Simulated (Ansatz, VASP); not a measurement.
# PtSe2 in two plane-wave programs, part 2 of 2

Wanted: the spread between two codes on one cell, functional and k mesh. The structure shown is the end of the Ansatz relaxation below.

VASP 6.6.1 and Ansatz 0.2.0.

So far: Starting point; Ansatz: relaxation, PBE with D3(BJ); VASP: single point, PBE with D3(BJ), pair 1; Comparison.

### Step 5. Ansatz: relaxation, PBE with D3(BJ)

Level of this step: Ansatz beside VASP: Kohn-Sham DFT, plane waves, PBE with D3(BJ) (Ansatz).

This run makes the geometry at which the two programs are then compared. This pair takes another cell of the material, with 6 atoms against 3 for the pair before.

The structure compared here is the end of the Ansatz relaxation.

input.yaml

```yaml
crystal:
  lattice:
    - [3.7278, 0.0, 0.0]
    - [-1.8639, 3.2283695, 0.0]
    - [0.0, 0.0, 22.597263]
  atoms:
    - { symbol: Pt, position: [0.0, 0.0, 0.38867457] }
    - { symbol: Pt, position: [0.0, 0.0, 0.61132543] }
    - { symbol: Se, position: [0.66666667, 0.33333333, 0.3318986] }
    - { symbol: Se, position: [0.33333333, 0.66666667, 0.44545054] }
    - { symbol: Se, position: [0.66666667, 0.33333333, 0.55454946] }
    - { symbol: Se, position: [0.33333333, 0.66666667, 0.6681014] }
kpoints:
  mp_grid: { grid: [10, 10, 2] }
scf:
  occupations: { method: fermi_dirac, width: 0.02 }
hamiltonian:
  xc: pbe
  pseudopotentials: { kind: paw, azcp: { folder: soft_1 } }
  dispersion: d3bj
basis:
  ecutwfc: 600
output:
  forces: true
  stress: true
relax:
  f_tol: 0.005
  max_steps: 70
  cell: { stress_tol: 0.02, p_target: 0, fix: [c, alpha, beta, gamma] }
```

Started as:

```console
ansatz run input.yaml --threads 4 --pin off --max-ram 10240MiB --backend cpu --events-out ev --progress --plain --runs-dir out
```

Numbers of over 12 decimals in the logs are rounded to 6 here.

The log of the run:

```text
[...]
Crystal: 6 atoms, lattice volume = 271.952 Å³
Basis set: ecut = 600 eV, 9109 PW (Γ), exchange–correlation on 60×60×384 points (8 copies of the dense FFT grid, shifted against one another)
Bands: 60, of which v1, the nominal top of the filled ones, is band 50 counted from 1 (49 counted from 0)
Symmetry: 4 space group operations
k-points: 62 of 200
[...]
- [3.734989, 0, 0]
    - [-1.867495, 3.234596, 0]
    - [0, 0, 22.597263]
  atoms:
    - { symbol: Pt, position: [4.2922230373473895e-9, -4.292223037347387e-9, 0.390450] }
    - { symbol: Pt, position: [-4.292223037347389e-9, 4.292223037347388e-9, 0.609550] }
    - { symbol: Se, position: [0.666667, 0.333333, 0.332013] }
    - { symbol: Se, position: [0.333333, 0.666667, 0.447478] }
    - { symbol: Se, position: [0.666667, 0.333333, 0.552522] }
    - { symbol: Se, position: [0.333333, 0.666667, 0.667987] }
[key lines of the parts left out:]
SCF converged after 7 iterations
Free energy (F): -46930.361692 eV
Fermi energy:    3.201088 eV
P = ⅓ Tr σ = -0.0104 GPa (-0.104 kbar)
```

### Step 6. VASP: single point, PBE with D3(BJ), pair 2

The same cell, functional, mesh and smearing now go to VASP, with its own data sets.

INCAR

```
SYSTEM = PtSe2
PREC = Accurate
ENCUT = 500
EDIFF = 1E-06
NELM = 120
ISMEAR = -1
SIGMA = 0.02
LREAL = .FALSE.
ALGO = Normal
GGA = PE
IVDW = 12
NBANDS = 28
LASPH = .TRUE.
LORBIT = 11
LWAVE = .FALSE.
LCHARG = .FALSE.
ISIF = 2
GGA_COMPAT = .FALSE.
EFERMI = MIDGAP
KPAR = 2
```

POSCAR

```
PtSe2
1.0
    3.7349892292      0.0000000000      0.0000000000
   -1.8674946146      3.2345955553      0.0000000000
    0.0000000000      0.0000000000     22.5972630000
Pt Se
2 4
Direct
    0.0000000043      0.9999999957      0.3904501852
    0.9999999957      0.0000000043      0.6095498148
    0.6666666708      0.3333333292      0.3320134452
    0.3333333373      0.6666666627      0.4474780314
    0.6666666627      0.3333333373      0.5525219686
    0.3333333292      0.6666666708      0.6679865548
```

KPOINTS

```
Automatic mesh
0
Gamma
10 10 2
0 0 0
```

The projector-augmented-wave data sets are Pt and Se (PBE family, release 64).

Started as:

```console
mpirun -np 2 vasp_std
```

The log of the run:

```text
[banner, memory and clock lines left out]
running    2 mpi-ranks, on    1 nodes
[...]
LDA part: xc-table for (Slater+PW92), standard interpolation
 POSCAR, INCAR and KPOINTS ok, starting setup
[...]
entering main loop
       N       E                     dE             d eps       ncg     rms          rms(c)
DAV:   1     0.310276941659E+03    0.31028E+03   -0.16925E+04  1568   0.123E+03
DAV:   2    -0.109253306138E+01   -0.31137E+03   -0.30066E+03  2212   0.230E+02
DAV:   3    -0.293212812254E+02   -0.28229E+02   -0.27585E+02  1860   0.740E+01
DAV:   4    -0.300952857122E+02   -0.77400E+00   -0.76789E+00  1980   0.130E+01
[...]
DAV:  21    -0.284903880930E+02   -0.19234E-05   -0.55893E-08  1092   0.576E-04    0.411E-04
DAV:  22    -0.284903904841E+02   -0.23912E-05   -0.65314E-08   972   0.950E-04    0.118E-03
DAV:  23    -0.284903909598E+02   -0.47561E-06   -0.22213E-08   980   0.571E-04
   1 F= -.30799837E+02 E0= -.30799827E+02  d E =-.210738E-04
```

OUTCAR, selected parts (step 6):

```text
 Edisp (eV)   -2.30945

  Total      -0.03404    -0.03404    -0.03582    -0.00000     0.00000     0.00000
  in kB      -0.19976    -0.19976    -0.21020    -0.00000     0.00000     0.00000
  external pressure =       -0.20 kB  Pullay stress =        0.00 kB

 POSITION                                       TOTAL-FORCE (eV/Angst)
 -----------------------------------------------------------------------------------
     -1.86749      3.23460      8.82311         0.000000     -0.000000     -0.001712
      3.73499      0.00000     13.77416         0.000000      0.000000      0.001712
      1.86749      1.07820      7.50260        -0.000000      0.000000     -0.001490
      0.00000      2.15640     10.11178        -0.000000      0.000000      0.005352
      1.86749      1.07820     12.48548        -0.000000      0.000000     -0.005352
     -0.00000      2.15640     15.09467         0.000000     -0.000000      0.001490
 -----------------------------------------------------------------------------------
    total drift:                               -0.000000      0.000000     -0.000000

  FREE ENERGIE OF THE ION-ELECTRON SYSTEM (eV)
  ---------------------------------------------------
  free  energy   TOTEN  =       -30.7998374358 eV

  energy  without entropy=      -30.7998163620  energy(sigma->0) =      -30.79982690

[... 3 further parts left out ...]
[key lines of the parts left out:]
E-fermi :   0.3254
```

The run ends at a pressure of -0.02 GPa, with forces up to 0.0054 eV/Å.

### Step 7. Comparison

What differs besides the data sets and the points named for the pairs above, as far as they apply: the data sets hold 100 valence electrons in Ansatz (on its PAW soft_1 files) and 44 in VASP. Total energies have different zeros and are not compared.

Both answers:

```csv
quantity,Ansatz,VASP,difference
pressure (GPa),-0.01,-0.02,+0.01
gap on the k mesh (eV),0.322,0.310,+0.012
```

At this near-relaxed geometry the largest component of a force difference is 5 meV/Å. A gap on the mesh is an upper bound, since the band edges may lie between its points; neither run holds spin-orbit coupling, which can move the band edges of a compound of Pt. With vacuum in the cell, a pressure given here is an average over mostly empty space and none of the material.

### Step 8. Results

| Quantity | Value |
| --- | --- |
| difference in gap on the k mesh (single point, PBE with D3(BJ), pair 1) | 0.0074 eV |
| difference in gap on the k mesh (single point, PBE with D3(BJ), pair 2) | 0.012 eV |

**Reading.** The difference in gap on the k mesh is 0.012 eV (single point, PBE with D3(BJ), pair 2), within the 0.08 eV picked in this series as the mark of a large difference. The data sets hold unlike numbers of valence electrons (50 in Ansatz and 22 in VASP and 100 in Ansatz and 44 in VASP), so part of the differences comes from the potentials. Such differences can come from data sets, numerical settings and the points named under the comparisons, not from the functional's error against experiment.

[Lines on the potential files, build, host, timing and source positions are cut from VASP's logs without a mark.]

[Logs are printed without paths, hosts, clocks, repeated set-up lines and the standing remarks that a program may print on its own settings, such as how far it seeks lower states.]

[Hosts, paths, dates, database ids (printed as entryN), source tags and the programs' standing remarks are cut or masked in the printed files.]
